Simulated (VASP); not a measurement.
OSZICAR of a VASP run on HfC (rock salt):

File OSZICAR:
```
       N       E                     dE             d eps       ncg     rms          rms(c)
DAV:   1     0.235421460991E+02    0.23542E+02   -0.77388E+03  1584   0.121E+03
DAV:   2    -0.225082606702E+02   -0.46050E+02   -0.43206E+02  2157   0.209E+02
DAV:   3    -0.242047728706E+02   -0.16965E+01   -0.16833E+01  2029   0.310E+01
DAV:   4    -0.242186578701E+02   -0.13885E-01   -0.13814E-01  1906   0.309E+00
DAV:   5    -0.242188281844E+02   -0.17031E-03   -0.17025E-03  2134   0.285E-01    0.578E+01
DAV:   6    -0.211215511662E+02    0.30973E+01   -0.20285E+01  1781   0.232E+01    0.412E+01
DAV:   7    -0.210580855872E+02    0.63466E-01   -0.64938E-01  1854   0.617E+00    0.248E+01
DAV:   8    -0.210519869457E+02    0.60986E-02   -0.57846E-02  1773   0.238E+00    0.581E+00
DAV:   9    -0.210457060532E+02    0.62809E-02   -0.30665E-02  1788   0.104E+00    0.184E+00
DAV:  10    -0.210454965248E+02    0.20953E-03   -0.87094E-04  1888   0.256E-01    0.409E-01
DAV:  11    -0.210454828071E+02    0.13718E-04   -0.22037E-04  1799   0.104E-01    0.557E-02
DAV:  12    -0.210454806725E+02    0.21347E-05   -0.71208E-06  1843   0.245E-02    0.678E-02
DAV:  13    -0.210454798708E+02    0.80162E-06   -0.49495E-07   906   0.737E-03
   1 F= -.21045480E+02 E0= -.21045422E+02  d E =-.210455E+02
       N       E                     dE             d eps       ncg     rms          rms(c)
DAV:   1    -0.210513076583E+02   -0.58270E-02   -0.19475E-01  1584   0.428E+00    0.131E+00
DAV:   2    -0.210464841818E+02    0.48235E-02   -0.62755E-03  1596   0.805E-01    0.704E-01
DAV:   3    -0.210446517766E+02    0.18324E-02   -0.56699E-03  1637   0.678E-01    0.450E-01
DAV:   4    -0.210446663627E+02   -0.14586E-04   -0.82339E-05  1940   0.953E-02    0.544E-01
DAV:   5    -0.210446417124E+02    0.24650E-04   -0.32545E-05  1908   0.476E-02    0.766E-02
DAV:   6    -0.210446366019E+02    0.51105E-05   -0.86043E-06  1831   0.183E-02    0.199E-02
DAV:   7    -0.210446366492E+02   -0.47359E-07   -0.19223E-07   831   0.449E-03
   2 F= -.21044637E+02 E0= -.21044568E+02  d E =0.843222E-03
       N       E                     dE             d eps       ncg     rms          rms(c)
DAV:   1    -0.210485912031E+02   -0.39546E-02   -0.78643E-02  1584   0.272E+00    0.829E-01
DAV:   2    -0.210466308501E+02    0.19604E-02   -0.25106E-03  1596   0.511E-01    0.445E-01
DAV:   3    -0.210458938262E+02    0.73702E-03   -0.22766E-03  1628   0.432E-01    0.288E-01
DAV:   4    -0.210458983239E+02   -0.44977E-05   -0.32726E-05  1959   0.602E-02    0.342E-01
DAV:   5    -0.210458970276E+02    0.12963E-05   -0.12491E-05  1902   0.296E-02    0.530E-02
DAV:   6    -0.210458961198E+02    0.90779E-06   -0.37420E-06  1575   0.121E-02
   3 F= -.21045896E+02 E0= -.21045834E+02  d E =-.416249E-03
```

Task: Which electronic solver shows in the log?

Result: It is blocked Davidson (ALGO = Normal, or the opening steps of other solvers). The INCAR had ALGO = Normal.

Task: Can the final energy be trusted as converged?

Result: The calculation finished and met its thresholds. It stopped with EDIFF = 1E-6, NELM = 100, NSW = 60 and EDIFFG = -0.01 after 3 ionic steps (PBE GGA, plane waves, VASP's PBE PAW potentials (set 64)).

The compound is HfC in the rock salt structure. This run relaxes it. Symmetry was kept, so distortions that lower it aren't found.
